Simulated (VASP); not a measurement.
# Sn3P2 (Pm-3m) in VASP: a series of runs

One crystal, Sn3P2, is run at these levels: PBE; tasks: relaxation of cell and atoms.

Program: VASP 6.6.1. These are calculated values, not measurements. Logs are shortened: lines on timing, memory, paths and dates and some standing lists are left out, and cuts for length are marked.

### 1 Starting point

Symmetry: Pm-3m, No. 221, cubic system. The conventional cell has a = 4.982 Å, b = 4.982 Å, c = 4.982 Å, α = 90.00°, β = 90.00°, γ = 90.00°. Around Sn (site symmetry 4/mmm) lie 2 P at 2.49 Å. P (site symmetry m-3m) has 12 Sn at 3.52 Å as nearest neighbours. Around P (site symmetry m-3m) lie 6 Sn at 2.49 Å.

The cell was built by a generator and needn't be a form met in nature.

### 2 Relaxation of cell and atoms, PBE

Contents of INCAR:

```
SYSTEM = Sn3P2
ALGO     = Fast           ! electronic algorithm
EDIFF    = 1E-4           ! SCF threshold, eV
EDIFFG   = -0.08          ! ionic threshold
ENCUT    = 520            ! plane-wave cutoff, eV
GGA      = PE             ! functional
IBRION   = 2              ! ionic algorithm
ISIF     = 3              ! what is computed and relaxed
ISMEAR   = 0              ! smearing method
LASPH    = .True.         ! aspherical terms in the spheres
LCHARG   = .False.        ! write CHGCAR
LREAL    = .False.        ! projectors in reciprocal space
LWAVE    = .False.        ! write WAVECAR
NELM     = 60             ! most SCF steps
NSW      = 24             ! ionic steps
PREC     = Normal         ! precision mode
SIGMA    = 0.15           ! smearing width, eV
```

Contents of KPOINTS:

```
k-points
0
Gamma
  3 3 3
  0 0 0
```

Contents of POSCAR:

```
Sn3P2
1.0
    4.9822915100      0.0000000000      0.0000000000
    0.0000000000      4.9822915100      0.0000000000
    0.0000000000      0.0000000000      4.9822915100
Sn P
3 2
Direct
    0.5000000000      0.0000000000      0.0000000000
    0.0000000000      0.5000000000      0.0000000000
    0.0000000000      0.0000000000      0.5000000000
    0.5000000000      0.5000000000      0.5000000000
    0.0000000000      0.0000000000      0.0000000000
```

Potentials or basis: VASP PAW PBE potentials, release 64 (Sn_d, P).

The run is started by

```
$ cat potpaw_PBE.64/Sn_d/POTCAR potpaw_PBE.64/P/POTCAR > POTCAR
$ mpirun -np 1 vasp_std > vasp.out
```

OUTCAR:

```text
SYSTEM = Sn3P2
   EDIFF = 1E-4
   EDIFFG = -0.08
   ENCUT = 520
   GGA = PE
   IBRION = 2
   ISIF = 3
   ISMEAR = 0
   LASPH = .True.
   LREAL = .False.
   NELM = 60
   NSW = 24
   PREC = Normal

 ion  position               nearest neighbor table
   1  0.500  0.000  0.000-   5 2.49   5 2.49   2 3.52   3 3.52   2 3.52   2 3.52   3 3.52   3 3.52
                             3 3.52   2 3.52
   2  0.000  0.500  0.000-   5 2.49   5 2.49   1 3.52   3 3.52   1 3.52   3 3.52   3 3.52   3 3.52
                             1 3.52   1 3.52
   3  0.000  0.000  0.500-   5 2.49   5 2.49   1 3.52   1 3.52   2 3.52   2 3.52   2 3.52   2 3.52
                             1 3.52   1 3.52
   4  0.500  0.500  0.500-
   5  0.000  0.000  0.000-   1 2.49   2 2.49   3 2.49   3 2.49   2 2.49   1 2.49

  LATTYP: Found a simple cubic cell.
 ALAT       =     4.9822915100

  Lattice vectors:

 A1 = (   4.9822915100,   0.0000000000,   0.0000000000)
 A2 = (   0.0000000000,   4.9822915100,   0.0000000000)
 A3 = (   0.0000000000,   0.0000000000,   4.9822915100)

Analysis of symmetry for initial positions (statically):
=====================================================================
 Subroutine PRICEL returns:
 Original cell was already a primitive cell.

 Routine SETGRP: Setting up the symmetry group for a
 simple cubic supercell.

 Subroutine GETGRP returns: Found 48 space group operations
 (whereof 48 operations were pure point group operations)
 out of a pool of 48 trial point group operations.

The static configuration has the point symmetry O_h .

Analysis of symmetry for dynamics (positions and initial velocities):
=====================================================================
 Subroutine PRICEL returns:
 Original cell was already a primitive cell.

 Routine SETGRP: Setting up the symmetry group for a
 simple cubic supercell.

 Subroutine GETGRP returns: Found 48 space group operations
 (whereof 48 operations were pure point group operations)
 out of a pool of 48 trial point group operations.

The dynamic configuration has the point symmetry O_h .

 Subroutine INISYM returns: Found 48 space group operations
 (whereof 48 operations are pure point group operations),
 and found     1 'primitive' translations

----------------------------------------------------------------------------------------

                                     Primitive cell

  volume of cell :     123.6766

  direct lattice vectors                    reciprocal lattice vectors
     4.982291510  0.000000000  0.000000000     0.200710857  0.000000000  0.000000000
     0.000000000  4.982291510  0.000000000     0.000000000  0.200710857  0.000000000
     0.000000000  0.000000000  4.982291510     0.000000000  0.000000000  0.200710857

  length of vectors
     4.982291510  4.982291510  4.982291510     0.200710857  0.200710857  0.200710857

  position of ions in fractional coordinates (direct lattice)
     0.500000000  0.000000000  0.000000000
     0.000000000  0.500000000  0.000000000
     0.000000000  0.000000000  0.500000000
     0.500000000  0.500000000  0.500000000
     0.000000000  0.000000000  0.000000000

  ion indices of the primitive-cell ions
   primitive index   ion index
                 1           1
                 2           2
                 3           3
                 4           4
                 5           5

----------------------------------------------------------------------------------------

 KPOINTS: k-points

Automatic generation of k-mesh.
 Grid dimensions read from file:
 generate k-points for:    3    3    3

 Generating k-lattice:

  Cartesian coordinates                     Fractional coordinates (reciprocal lattice)
     0.066903619  0.000000000  0.000000000     0.333333333  0.000000000  0.000000000
     0.000000000  0.066903619  0.000000000     0.000000000  0.333333333  0.000000000
     0.000000000  0.000000000  0.066903619     0.000000000  0.000000000  0.333333333

  Length of vectors
     0.066903619  0.066903619  0.066903619

  Shift w.r.t. Gamma in fractional coordinates (k-lattice)
     0.000000000  0.000000000  0.000000000

 Subroutine IBZKPT returns following result:
 ===========================================

 Found      4 irreducible k-points:

 Following reciprocal coordinates:
            Coordinates               Weight
  0.000000  0.000000  0.000000      1.000000
  0.333333  0.000000  0.000000      6.000000
  0.333333  0.333333  0.000000     12.000000
  0.333333  0.333333  0.333333      8.000000
   k-points           NKPTS =      4   k-points in BZ     NKDIM =      4   number of bands    NBANDS=     31
   number of dos      NEDOS =    301   number of ions     NIONS =      5
   total plane-waves  NPLWV =  21952
   dimension x,y,z NGX =    28 NGY =   28 NGZ =   28
   dimension x,y,z NGXF=    56 NGYF=   56 NGZF=   56
   ions per type =               3   2
   NGX,Y,Z   is equivalent  to a cutoff of   9.34,  9.34,  9.34 a.u.
   NGXF,Y,Z  is equivalent  to a cutoff of  18.69, 18.69, 18.69 a.u.
 SYSTEM =  Sn3P2
   PREC   = normal    normal or accurate (medium, high low for compatibility)
   ISTART =      0    job   : 0-new  1-cont  2-samecut
   ICHARG =      2    charge: 1-file 2-atom 10-const
   ISPIN  =      1    spin polarized calculation?
   LNONCOLLINEAR =      F non collinear calculations
   LSORBIT =      F    spin-orbit coupling
   LASPH  =      T    aspherical Exc in radial PAW
   ENCUT  =  520.0 eV  38.22 Ry    6.18 a.u.   9.26  9.26  9.26*2*pi/ulx,y,z
   NELM   =     60;   NELMIN=  2; NELMDL= -5     # of ELM steps
   EDIFF  = 0.1E-03   stopping-criterion for ELM
   LREAL  =      F    real-space projection
   EDIFFG = -.8E-01   stopping-criterion for IOM
   NSW    =     24    number of steps for IOM
   IBRION =      2    ionic relax: 0-MD 1-quasi-New 2-CG
   NFREE  =      1    steps in history (QN), initial steepest desc. (CG)
   ISIF   =      3    stress and relaxation
   ISYM   =      2    0-nonsym 1-usesym 2-fastsym
   POTIM  = 0.5000    time-step for ionic-motion
   TEBEG  =    0.0;   TEEND  =   0.0 temperature during run
   PSTRESS=    0.0 pullay stress
   NELECT =      52.0000    total number of electrons
   NUPDOWN=      -1.0000    fix difference up-down
   EMIN   =  10.00;   EMAX   =-10.00  energy-range for DOS
   EFERMI =   0.00;   METHOD = LEGACY
   ISMEAR =     0;   SIGMA  =   0.15  broadening in eV -4-tet -1-fermi 0-gaus
   EFERMI_NEDOS =   21; number of points for ismear=-14 and -15
   IALGO  =     68    algorithm
   IMIX   =      4    mixing-type and parameters
     AMIX     =   0.40;   BMIX     =  1.00
     AMIX_MAG =   1.60;   BMIX_MAG =  1.00
  volume/ion in A,a.u.               =      24.74       166.92
  Fermi-wavevector in a.u.,A,eV,Ry     =   1.226441  2.317638 20.465320  1.504159
  Thomas-Fermi vector in A             =   2.361442
   LORBIT       =      0    0 simple, 1 ext, 2 COOP (PROOUT), +10 PAW based schemes
   GGA     = PE    functional components
   LHFCALC =     F    Hartree Fock is set to
   AEXX    =    0.0000 exact exchange contribution
   IVDW    =     0    specifies the selected vdW correction
   LEPSILON=     F    determine dielectric tensor
   LRPA    =     F    only Hartree local field effects (RPA)
 conjugate gradient relaxation of ions
 non-spin polarized calculation
 RMM-DIIS sequential band-by-band and
 Gauss-broadening in eV      SIGMA  =   0.15
  energy-cutoff  :      520.00
  volume of cell :      123.68
 maximum number of plane-waves:      3354
   NGX = 19   NGY = 19   NGZ = 19

--------------------------------------- Ionic step        1  -------------------------------------------

 number of electron      52.0000281 magnetization

 Free energy of the ion-electron system (eV)
  ---------------------------------------------------
  ext. energy  EPLUGINS =         0.00000000
  ---------------------------------------------------
  free energy    TOTEN  =       -18.25918364 eV

  energy without entropy =      -18.19937174  energy(sigma->0) =      -18.22927769

------------------------ aborting loop because EDIFF is reached ----------------------------------------

  FORCE on cell =-STRESS in cart. coord.  units (eV):
  Direction    XX          YY          ZZ          XY          YZ          ZX
  --------------------------------------------------------------------------------------
  -------------------------------------------------------------------------------------
  Total        6.9524986      6.9524986      6.9524986      0.0000000      0.0000000     -0.0000000
  in kB       90.0666670     90.0666670     90.0666670      0.0000000      0.0000000     -0.0000000
  external PRESSURE =      90.0666670 kB  Pullay stress =       0.0000000 kB
[... 63 lines left out ...]
  energy  without entropy=      -18.7780196229  energy(sigma->0) =      -18.80025679

--------------------------------------- Ionic step        3  -------------------------------------------

 number of electron      51.9999929 magnetization

 Free energy of the ion-electron system (eV)
  ---------------------------------------------------
  ext. energy  EPLUGINS =         0.00000000
  ---------------------------------------------------
  free energy    TOTEN  =       -18.83014327 eV

  energy without entropy =      -18.78633613  energy(sigma->0) =      -18.80823970

 E-fermi :   5.0463     XC(G=0):  -9.2504

 val. band max:        4.5506874955   @ k =   0.3333   0.3333   0.0000
 cond. band min:       5.0556470168   @ k =   0.3333   0.3333   0.0000
 fundamental gap:      0.5049595214
 Fermi energy:         5.0463115342

 k-point     1 :       0.0000    0.0000    0.0000
  band No.  band energies     occupation
      1     -16.3327      2.00000
      2     -16.3327      2.00000
      3     -16.3111      2.00000
      4     -16.3111      2.00000
      5     -16.3111      2.00000
      6     -16.3047      2.00000
[... 157 lines left out ...]
  FREE ENERGIE OF THE ION-ELECTRON SYSTEM (eV)
  ---------------------------------------------------
  free  energy   TOTEN  =       -18.8301432704 eV

  energy  without entropy=      -18.7863361321  energy(sigma->0) =      -18.80823970

 reached required accuracy - stopping structural energy minimisation
```

It took 17 s on 1 thread of AMD EPYC 9R14 (Zen 4), shared host; peak memory 0.13 GiB.

Results:

- Free energy: -18.8301 eV
- Relaxed volume: 29.27 Å³/atom
- Relaxed cell: a = 5.270 Å, b = 5.270 Å, c = 5.270 Å, α = 90.00°, β = 90.00°, γ = 90.00°
- Space group after relaxing (to 0.05 Å): Pm-3m (No. 221)
- Energy gained by relaxing: 114.2 meV/atom
- Ionic steps: 3
- Pressure after relaxing: 0.1 GPa
- Band gap on the k mesh: none (metal or under the smearing width)

Step by step:
```csv
step,energy change (eV),largest force (eV/Å),pressure (GPa),volume (Å³)
1,0.0000,0.0000,9.01,123.68
2,-0.5633,0.0000,-1.03,150.27
3,-0.5710,0.0000,0.11,146.34
```

Final structure:
```
Sn P
1.0
     5.26975    0.00000    0.00000
     0.00000    5.26975    0.00000
     0.00000    0.00000    5.26975
Sn P
3 2
Direct
  0.50000 0.00000 0.00000
  0.00000 0.50000 0.00000
  0.00000 0.00000 0.50000
  0.50000 0.50000 0.50000
  0.00000 0.00000 0.00000
```

Levels at points of the mesh, in eV from the Fermi level:
```tsv
k point	band 22	band 23	band 24	band 25	band 26	band 27	band 28	band 29	band 30	band 31
(0.00, 0.00, 0.00)	-4.62	-3.96	-0.96	-0.96	-0.96	1.98	1.98	1.98	3.45	3.46
```

Caveat: the k mesh is coarse (spacing up to 0.42 Å⁻¹), so the values aren't converged; the volume moved by over 15 % at a fixed basis, so the end points are rough; the relaxation stopped at a loose force limit of 0.08 eV/Å, so its end isn't a converged minimum.

[end of part 1 of 2]
